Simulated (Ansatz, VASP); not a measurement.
## Cross-check of Zn (Zinc) between VASP and Ansatz

Wanted: the spread between two codes on one cell, functional and k mesh. The cell is taken from a series of runs on this material, whose earlier steps may have relaxed, scaled, displaced or heated it; both programs get it as it stands.

Calculated with Ansatz 0.2.0; plane waves, with VASP 6.6.1 beside it; zone-centre phonons at LDA.

## 1. Starting point

It takes space group P6_3/mmc (No. 194, hexagonal). Conventional cell: a = 2.525 Å, b = 2.525 Å, c = 4.889 Å, α = 90.00°, β = 90.00°, γ = 120.00°. Zn has 6 Zn at 2.52 Å nearest.

## 2. Ansatz: zone-centre phonons, LDA

Ansatz runs on its PAW soft_1 files.

Second derivatives magnify differences that forces hide, and they need a tight electronic threshold.

File input.yaml:

```yaml
crystal:
  lattice:
    - [2.5248223646, 0.0, 0.0]
    - [-1.2624111823, 2.1865603078, 0.0]
    - [0.0, 0.0, 4.8885800045]
  atoms:
    - { symbol: Zn, position: [0.3333333333, 0.6666666667, 0.25] }
    - { symbol: Zn, position: [0.6666666667, 0.3333333333, 0.75] }
kpoints:
  mp_grid: { grid: [18, 18, 10] }
hamiltonian:
  xc: lda
  pseudopotentials: { kind: paw, azcp: { folder: soft_1 }, xc_functional: pbe }
scf:
  occupations: { method: methfessel_paxton, width: 0.2 }
output:
  eigenvalues: true
phonons:
  method: dfpt
```

The run is started by

```console
ansatz run input.yaml --threads 4 --pin off --max-ram 10240MiB --backend cpu --events-out ev --progress --plain --runs-dir out
```

Numbers of over 12 decimals in the logs are rounded to 6 here.

What it wrote:

```text
zone centre: on kpoints.mp_grid the ground state, and the responses unless they are solved on pairs of k-points, stand on 546 of the mesh's 3240 k-points, reduced under 4 symmetry operations, with k and −k counted as one. Each operation leaves every solved displacement unchanged or reverses it
Engine: ansatz 0.2.0, aarch64-unknown-linux-gnu
Pseudopotentials: kind: paw
Pseudopotential: Zn, paw, valence charge 12, recommended cutoff 420 eV (normal), soft_1/Zn.paw.azcp
Functional definition: SPW92
  exchange = slater_x
  correlation = pw_c
Crystal: 2 atoms, lattice volume = 26.988 Å³
Basis set: ecut = 420 eV, 527 PW (Γ), exchange–correlation on 36×36×72 points (8 copies of the dense FFT grid, shifted against one another)
Bands: 16, of which v1, the nominal top of the filled ones, is band 12 counted from 1 (11 counted from 0)
Symmetry: 24 space group operations
k-points: 546 of 3240 (irreducible under 4 space group operations, time reversal used)
Non-local potential: Zn, projectors of the file, l = 0: 2, l = 1: 2, l = 2: 3, l = 3: 1
PAW form: soft (Blöchl's): semilocal exchange-correlation on the pseudo side does not see the compensation charge
PAW frozen core: Zn, regenerated for the run's functional, and the local potential with it (the file was generated under x = pbe(κ = 0.804, μ = 0.219515), c = pbe(β = 0.066725))
PAW one-centre angular grid: Zn, 590 points (default); XC on 64 Gauss nodes
Initial density: superposition of atomic densities (chi_scale 0.1, normalization cell)
Initial wavefunctions: pseudopotential atomic-orbital guess
Functional: x = slater, c = lda
SCF iter   1: F=—  HF=-6492.864847 eV  |F-HF|=—  |Δ(HF+E_count)|=         —  Δρ=7.56e-2  dr2=1.09e0  ethr=3.10e-3  ⟨swp⟩=5.7  Hψ=52144  notcnv=0
preconditioner: auto → none  [metal: Δε(μ)=0.086 eV  Ē_g=13.240 eV  σ=0.200 eV  W_gap=0.36  n_scr=4 (ndim 8)  ℏωp=35.0 eV  f_vac=0.000  D(μ)=0.21/eV (n_scr^D=0)  sad-step TF]
SCF iter   2: F=—  HF=-6492.588529 eV  |F-HF|=—  |Δ(HF+E_count)|=   2.76e-1  S|Δr|=    0.00e0  Δρ=2.47e-2  dr2=7.47e-2  ethr=3.10e-3  ⟨swp⟩=2.0  Hψ=21597  notcnv=0  defer=11
SCF iter   3: F=—  HF=-6492.528396 eV  |F-HF|=—  |Δ(HF+E_count)|=   6.01e-2  S|Δr|=    0.00e0  Δρ=1.09e-2  dr2=2.25e-2  ethr=3.11e-4  ⟨swp⟩=2.0  Hψ=20370  notcnv=0  defer=11
SCF iter   4: F=—  HF=-6492.525715 eV  |F-HF|=—  |Δ(HF+E_count)|=   2.68e-3  S|Δr|=    0.00e0  Δρ=5.42e-3  dr2=2.34e-3  ethr=9.37e-5  ⟨swp⟩=2.0  Hψ=14340  notcnv=0  defer=11
SCF iter   5: F=—  HF=-6492.526933 eV  |F-HF|=—  |Δ(HF+E_count)|=   1.22e-3  S|Δr|=    0.00e0  Δρ=6.92e-4  dr2=3.61e-5  ethr=9.74e-6  ⟨swp⟩=2.0  Hψ=15783  notcnv=0  defer=11
SCF iter   6: F=—  HF=-6492.526952 eV  |F-HF|=—  |Δ(HF+E_count)|=   1.94e-5  S|Δr|=    0.00e0  Δρ=7.08e-5  dr2=4.00e-7  ethr=1.50e-7  ⟨swp⟩=2.0  Hψ=15271  notcnv=0  defer=11
SCF iter   7: F=—  HF=-6492.526952 eV  |F-HF|=—  |Δ(HF+E_count)|=   7.69e-8  S|Δr|=    0.00e0  Δρ=2.86e-6  dr2=1.06e-9  ethr=1.67e-9  ⟨swp⟩=2.0  Hψ=15103  notcnv=0  defer=11
SCF iter   8: F=-6492.526952 eV  HF=-6492.526952 eV  |F-HF|=9.09e-13  |Δ(HF+E_count)|=  1.63e-10  S|Δr|=    0.00e0  Δρ=1.56e-7  dr2=2.36e-12  ethr=1.00e-12  ⟨swp⟩=5.6  Hψ=54496  notcnv=0
SCF 1 converged in 8 iterations: F = -6492.526952 eV  dr2 = 2.36e-12
  greatest PAW one-centre occupation: 0.982 electrons in one spin orbital (limit 2), on the Zn atom at site 1 (counted from 0), in its partial waves of l = 2
DFPT response loops at Γ: preconditioner auto → Kerker (q_TF=auto, 2.675 Å⁻¹) (partly filled bands, converged f_vac=0.000); β = 1.00, the filter's whole step (`scf.mixing.beta` (0.50) is not read by the response loops under this deck's `scf.mixing.preconditioner`; to damp them name `kerker` or `kerker_dos`, under which they read `scf.mixing.beta`, and type it under 1.00, their step now; both keys bind the ground state too); Broyden in place of MSR1
SCF converged after 8 iterations
Stability not checked: this state was not tested for a lower state beside it, because cold or Methfessel-Paxton smearing, or corrected tetrahedra, fill the levels in a way that the test cannot read (fill_not_monotonic; see scf.lower_state_search)
Free energy (F): -6492.526952 eV
Harris-Foulkes:  -6492.526952 eV  (|F-HF|=9.09e-13)
Internal energy: -6492.527219 eV  (E = F + TS)
E sigma→0 (E₀):  -6492.527019 eV
Entropy (-TS):   0.000267 eV (0.133 meV/atom)
Fermi energy:    12.400702 eV
--- Per-component energies (eV) ---
  E_band       = 121.975869
  E_kinetic    = 299.990932
  E_local      = -3379.433654  (includes V_loc(G=0)·N_el)
  E_nonlocal   = 1636.622866
  E_hartree    = 1254.504176
  E_xc         = -158.282914
  E_vxc        = -106.805830  (∫ρ·V_xc dr)
  E_paw        = -3645.750735  (= ΣΔE_a)
  E_vpaw       = -837.406373  (= ΣTr[D̂ρ^β])
  E_aug_tail   = -0.000439  (compensation charges beyond the density's cutoff)
  E_ewald      = -2503.291738
  E_core_change = 3.114287  (= ΣΔE_core)
  E_smearing   = 0.000267  (= −TS)
  E_closure    = 0.000000  (closes the sum)
  Σ components = -6492.526952   (vs F -6492.526952, Δ=0.00e0)
--- Band table (eV; the first three rows and the last of 546) ---
  k-point 0: bands = [... 8 lower, 4.9361, 5.1484, 5.1484, 8.0462, 8.9983, 25.5227, 29.6542, 32.2348]
  k-point 1: bands = [... 8 lower, 4.9428, 5.1444, 5.1444, 7.2090, 9.9762, 24.4690, 30.7728, 32.2978]
  k-point 2: bands = [... 8 lower, 4.9616, 5.1326, 5.1326, 6.1817, 11.4332, 22.5464, 32.4838, 32.4838]
  k-point 545: bands = [... 8 lower, 5.1942, 5.1942, 9.6310, 9.6310, 16.9944, 16.9944, 18.6981, 18.6981]
--- Phonons (Γ-DFPT): 2 representative perturbations + reference, on 546 of 3240 k-points (Σ response iterations 7) ---
  k mesh reduced under 4 symmetry operations, with k and −k counted as one. Each operation leaves every solved displacement unchanged or reverses it
  ASR residual: 7.048e-5 → 0.000e0 eV/Å²; symmetrization residual: 1.955e-13 eV/Å²
  ASR residual per site (eV/Å²): 7.05e-5 7.05e-5
  Γ frequencies (cm⁻¹): 0.00 0.00 0.00 75.05 75.05 143.08
  non-analytic LO–TO correction: not included (Born effective charges unavailable; polar crystals: no LO–TO splitting at Γ)
```

In the SCF lines HF is the Harris–Foulkes energy and dr2 the Hartree energy of the density residual, in eV; the loop may stop once dr2 is under the threshold and the program's other checks hold. Hψ counts applications of the Hamiltonian.

## 3. VASP: zone-centre phonons, LDA

The same cell, functional (in two slightly different forms), mesh and smearing now go to VASP, with its own data sets.

Lines of VASP's logs that name or quote its potential files are left out, and so is its time.

File INCAR:

```
SYSTEM = Zn
PREC = Accurate
ENCUT = 500
EDIFF = 1E-08
NELM = 120
ISMEAR = 1
SIGMA = 0.2
LREAL = .FALSE.
ALGO = Normal
GGA = PW92
NBANDS = 18
LORBIT = 11
LWAVE = .FALSE.
LCHARG = .FALSE.
ISIF = 2
IBRION = 8
LASPH = .TRUE.
GGA_COMPAT = .FALSE.
KPAR = 2
```

File POSCAR:

```
Zn
1.0
    2.5248223646      0.0000000000      0.0000000000
   -1.2624111823      2.1865603078      0.0000000000
    0.0000000000      0.0000000000      4.8885800045
Zn
2
Direct
    0.3333333334      0.6666666668      0.2500000000
    0.6666666668      0.3333333334      0.7500000000
```

File KPOINTS:

```
Automatic mesh
0
Gamma
18 18 10
0 0 0
```

PAW data sets: Zn (LDA family, release 64).

The run is started by

```console
mpirun -np 2 vasp_std
```

What it wrote:

```text
[banner, memory and clock lines left out]
running    2 mpi-ranks, on    1 nodes
 distrk:  each k-point on    1 cores,    2 groups
 distr:  one band on    1 cores,    1 groups

 POSCAR found type information on POSCAR Zn
 POSCAR found :  1 types and       2 ions
|                                                                             |
|               ----> ADVICE to this user running VASP <----                  |
|                                                                             |
|     You enforced a specific xc type in the INCAR file but a different       |
|     [... a line on the potential file left out ...]
|     I HOPE YOU KNOW WHAT YOU ARE DOING!                                     |
|                                                                             |

 LDA part: xc-table for (Slater(with rela. corr.)+PW92), standard interpolation
 POSCAR, INCAR and KPOINTS ok, starting setup
 FFT: planning ... GRIDC
 FFT: planning ... GRID_SOFT
 FFT: planning ... GRID
 WAVECAR not read
 entering main loop
       N       E                     dE             d eps       ncg     rms          rms(c)
DAV:   1     0.105297722827E+03    0.10530E+03   -0.12280E+04  8328   0.214E+03
DAV:   2     0.159873814975E+00   -0.10514E+03   -0.10198E+03  8034   0.297E+02
DAV:   3    -0.405351972700E+01   -0.42134E+01   -0.41996E+01  9020   0.686E+01
DAV:   4    -0.407464985047E+01   -0.21130E-01   -0.21125E-01  8812   0.491E+00
DAV:   5    -0.407467773109E+01   -0.27881E-04   -0.27880E-04  8668   0.159E-01    0.535E+00
DAV:   6    -0.377508642206E+01    0.29959E+00   -0.11341E+00  8636   0.240E+01    0.369E+00
DAV:   7    -0.375121066264E+01    0.23876E-01   -0.47534E-02 10218   0.391E+00    0.183E+00
DAV:   8    -0.374081752010E+01    0.10393E-01   -0.33833E-03 10880   0.849E-01    0.572E-02
DAV:   9    -0.374078493768E+01    0.32582E-04   -0.32908E-04 10220   0.220E-01    0.305E-02
DAV:  10    -0.374078749574E+01   -0.25581E-05   -0.22675E-05  8400   0.445E-02    0.285E-03
DAV:  11    -0.374078745226E+01    0.43480E-07   -0.65844E-07  8722   0.922E-03    0.226E-03
DAV:  12    -0.374078746624E+01   -0.13981E-07   -0.21437E-08  7232   0.217E-03    0.649E-04
DAV:  13    -0.374078745815E+01    0.80940E-08   -0.41425E-08  7556   0.429E-03
   1 F= -.37407875E+01 E0= -.37408815E+01  d E =0.282212E-03
 Linear response reoptimize wavefunctions to high precision
DAV:   1    -0.374078745735E+01    0.80308E-09   -0.99565E-10  5950   0.261E-04
DAV:   2    -0.374078745737E+01   -0.24102E-10   -0.55653E-11  4296   0.866E-05
 Linear response DOF=           2
 Linear response progress:
  Degree of freedom:   1/  2
       N       E                     dE             d eps       ncg     rms          rms(c)
RMM:   1    -0.200154741734E+00   -0.20015E+00    0.77893E-04 47590   0.189E+00
RMM:   2    -0.199980786037E+00    0.17396E-03   -0.10439E-03 52228   0.324E-01    0.562E-02
RMM:   3    -0.199588132597E+00    0.39265E-03   -0.56355E-05 62662   0.587E-02    0.315E-02
RMM:   4    -0.199211716594E+00    0.37642E-03   -0.51406E-05 61114   0.556E-02    0.275E-03
RMM:   5    -0.199225402750E+00   -0.13686E-04   -0.70567E-07 64663   0.555E-03    0.132E-03
RMM:   6    -0.199225717186E+00   -0.31444E-06   -0.55473E-08 64632   0.141E-03    0.155E-04
RMM:   7    -0.199226454789E+00   -0.73760E-06   -0.69412E-09 64605   0.410E-04    0.398E-05
RMM:   8    -0.199225882616E+00    0.57217E-06   -0.10475E-10 65778   0.136E-04    0.578E-06
RMM:   9    -0.199225773760E+00    0.10886E-06   -0.25720E-09 64791   0.767E-05    0.166E-06
RMM:  10    -0.199225790187E+00   -0.16427E-07   -0.49136E-09 51374   0.585E-05    0.465E-07
RMM:  11    -0.199225797537E+00   -0.73503E-08   -0.25787E-09 44283   0.545E-05    0.218E-07
 first order change of Fermi-energy  -0.14280E-04
 force on displaced ion       1 direction 1 :  -0.660   0.000   0.000
 Linear response progress:
  Degree of freedom:   2/  2
       N       E                     dE             d eps       ncg     rms          rms(c)
RMM:   1    -0.227904861755E+00   -0.22790E+00   -0.47645E-03 16562   0.215E+00
RMM:   2    -0.224679670838E+00    0.32252E-02   -0.17910E-03 16718   0.543E-01    0.568E-02
RMM:   3    -0.224666816219E+00    0.12855E-04   -0.17589E-04 21118   0.808E-02    0.330E-02
RMM:   4    -0.224624125097E+00    0.42691E-04   -0.75256E-05 21031   0.343E-02    0.515E-03
RMM:   5    -0.224622939001E+00    0.11861E-05   -0.26048E-05 21776   0.659E-03    0.150E-03
RMM:   6    -0.224625604387E+00   -0.26654E-05   -0.64810E-06 21722   0.181E-03    0.304E-04
RMM:   7    -0.224625953747E+00   -0.34936E-06   -0.19997E-06 20877   0.621E-04    0.805E-05
RMM:   8    -0.224625514542E+00    0.43920E-06   -0.76900E-07 20032   0.204E-04    0.367E-05
RMM:   9    -0.224624934171E+00    0.58037E-06   -0.37308E-07 21686   0.102E-04    0.516E-06
RMM:  10    -0.224624950291E+00   -0.16120E-07   -0.13422E-07 21843   0.546E-05    0.189E-06
RMM:  11    -0.224624934791E+00    0.15500E-07   -0.61829E-08 18175   0.440E-05    0.516E-07
RMM:  12    -0.224624933733E+00    0.10583E-08   -0.21080E-08 12282   0.409E-05    0.102E-07
 first order change of Fermi-energy   0.45781E-04
 force on displaced ion       1 direction 3 :   0.000  -0.000  -2.585
 Linear response finished
```

From OUTCAR (step 3):

```text
ion  position               nearest neighbor table
   1  0.333  0.667  0.250-   2 2.85   2 2.85   2 2.85   2 2.85   2 2.85   2 2.85
   2  0.667  0.333  0.750-   1 2.85   1 2.85   1 2.85   1 2.85   1 2.85   1 2.85

  LATTYP: Found a hexagonal cell.
 ALAT       =     2.5248223646
 C/A-ratio  =     1.9362075024

 Subroutine GETGRP returns: Found 24 space group operations
 (whereof 12 operations were pure point group operations)

The static configuration has the point symmetry D_3d.
 The point group associated with its full space group is D_6h.

 Found    222 irreducible k-points:

   k-points           NKPTS =    222   k-points in BZ     NKDIM =    222   number of bands    NBANDS=     18

   dimension x,y,z NGX =    18 NGY =   18 NGZ =   36
   dimension x,y,z NGXF=    36 NGYF=   36 NGZF=   72

   ENCUT  =  500.0 eV  36.75 Ry    6.06 a.u.   4.60  4.60  8.91*2*pi/ulx,y,z

   NELECT =      24.0000    total number of electrons

 k-points in reciprocal lattice and weights: Automatic mesh
   0.00000000  0.00000000  0.00000000       0.000
   0.05555556 -0.00000000  0.00000000       0.002
   0.11111111 -0.00000000  0.00000000       0.002
   0.16666667 -0.00000000  0.00000000       0.002
   0.22222222 -0.00000000  0.00000000       0.002
   0.27777778 -0.00000000  0.00000000       0.002
   0.33333333 -0.00000000  0.00000000       0.002
   0.38888889 -0.00000000  0.00000000       0.002
   0.44444444 -0.00000000  0.00000000       0.002
[...]
0.33333333  0.27777778  0.50000000       0.004
   0.33333333  0.33333333  0.50000000       0.001

 average (electrostatic) potential at core
       1 -37.4595       2 -37.4595

  Total        0.6817232      0.6817232      0.0624994      0.0000000     -0.0000000      0.0000000
  in kB       40.4709697     40.4709697      3.7103176      0.0000000     -0.0000000      0.0000000
  external PRESSURE =      28.2174190 kB  Pullay stress =       0.0000000 kB

  energy-cutoff  :      500.00
  volume of cell :       26.99
      direct lattice vectors                 reciprocal lattice vectors
     2.524822365  0.000000000  0.000000000     0.396067468  0.228669659  0.000000000
    -1.262411182  2.186560308  0.000000000     0.000000000  0.457339318  0.000000000
     0.000000000  0.000000000  4.888580004     0.000000000  0.000000000  0.204558379

 POSITION                                       TOTAL-FORCE (eV/Angst)
 -----------------------------------------------------------------------------------
      0.00000      1.45771      1.22215         0.000000      0.000000      0.000000
      1.26241      0.72885      3.66644        -0.000000     -0.000000      0.000000
 -----------------------------------------------------------------------------------
    total drift:                               -0.000000     -0.000000     -0.000000

 Eigenvectors and eigenvalues of the dynamical matrix
 ----------------------------------------------------

   1 f  =    4.396093 THz    27.621464 2PiTHz  146.637862 cm-1    18.180770 meV
             X         Y         Z           dx          dy          dz
      0.000000  1.457707  1.222145     0.000000    0.000000   -0.707107
      1.262411  0.728853  3.666435    -0.000000    0.000000    0.707107

   2 f  =    2.221985 THz    13.961147 2PiTHz   74.117458 cm-1     9.189390 meV
             X         Y         Z           dx          dy          dz
      0.000000  1.457707  1.222145     0.000002    0.707107    0.000000
      1.262411  0.728853  3.666435    -0.000002   -0.707107    0.000000

   3 f  =    2.221985 THz    13.961147 2PiTHz   74.117458 cm-1     9.189390 meV
             X         Y         Z           dx          dy          dz
      0.000000  1.457707  1.222145     0.707107   -0.000002    0.000000
      1.262411  0.728853  3.666435    -0.707107    0.000002    0.000000

   4 f  =    0.000000 THz     0.000000 2PiTHz    0.000001 cm-1     0.000000 meV
             X         Y         Z           dx          dy          dz
      0.000000  1.457707  1.222145     0.690437    0.152634   -0.000000
      1.262411  0.728853  3.666435     0.690437    0.152634    0.000000

   5 f  =    0.000000 THz     0.000000 2PiTHz    0.000000 cm-1     0.000000 meV
             X         Y         Z           dx          dy          dz
      0.000000  1.457707  1.222145    -0.000000    0.000000    0.707107
      1.262411  0.728853  3.666435     0.000000    0.000000    0.707107

   6 f/i=    0.000000 THz     0.000000 2PiTHz    0.000001 cm-1     0.000000 meV
             X         Y         Z           dx          dy          dz
      0.000000  1.457707  1.222145    -0.152634    0.690437    0.000000
      1.262411  0.728853  3.666435    -0.152634    0.690437    0.000000

 ELASTIC MODULI CONTR FROM IONIC RELAXATION (kBar)
 Direction    XX          YY          ZZ          XY          YZ          ZX
 --------------------------------------------------------------------------------
 XX          -0.2014      0.2014      0.0000     -0.0000      0.0000      0.0000
 YY           0.2014     -0.2014      0.0000      0.0000      0.0000      0.0000
 ZZ           0.0000      0.0000     -0.0000      0.0000      0.0000      0.0000
 XY          -0.0000      0.0000      0.0000     -0.2014      0.0000      0.0000
 YZ           0.0000      0.0000      0.0000      0.0000      0.0000      0.0000
 ZX           0.0000      0.0000      0.0000      0.0000      0.0000      0.0000
 --------------------------------------------------------------------------------
```

## 4. Comparison

Known differences besides the potentials themselves: the cutoff is 420 eV in Ansatz and 500 eV in VASP; VASP's log shows a relativistic correction to its local exchange, Ansatz's none. Total energies have different zeros and are not compared.

Compared:

```tsv
quantity	Ansatz	VASP	difference
optical mode 1 to 2 (cm⁻¹)	75.0	74.1	+1.26 %
optical mode 3 (cm⁻¹)	143.1	146.6	-2.43 %
```

Modes are paired by rising frequency, not by their patterns, so a pair may set unlike modes beside each other; they are those without the splitting of longitudinal modes.

## 5. Summary of results

- r.m.s. difference of the optical zone-centre modes, each program's sorted by frequency (zone-centre phonons, LDA): 2.2 cm⁻¹
- difference in optical mode 3 (zone-centre phonons, LDA): -2.4 %

In words: The r.m.s. difference of the optical zone-centre modes, each program's sorted by frequency is 2.2 cm⁻¹ (zone-centre phonons, LDA). Among the rows given in per cent, the largest difference of the zone-centre phonons, LDA pair is in optical mode 3, -2.4 %. Such differences can come from data sets, numerical settings and the points named under the comparisons, not from the functional's error against experiment.

[Lines on the potential files, build, host, timing and source positions are cut from VASP's logs without a mark.]

[Logs are printed without paths, hosts, clocks, repeated set-up lines and the standing remarks that a program may print on its own settings, such as how far it seeks lower states.]

[Hosts, paths, dates, database ids (printed as entryN), source tags and the programs' standing remarks are cut or masked in the printed files.]
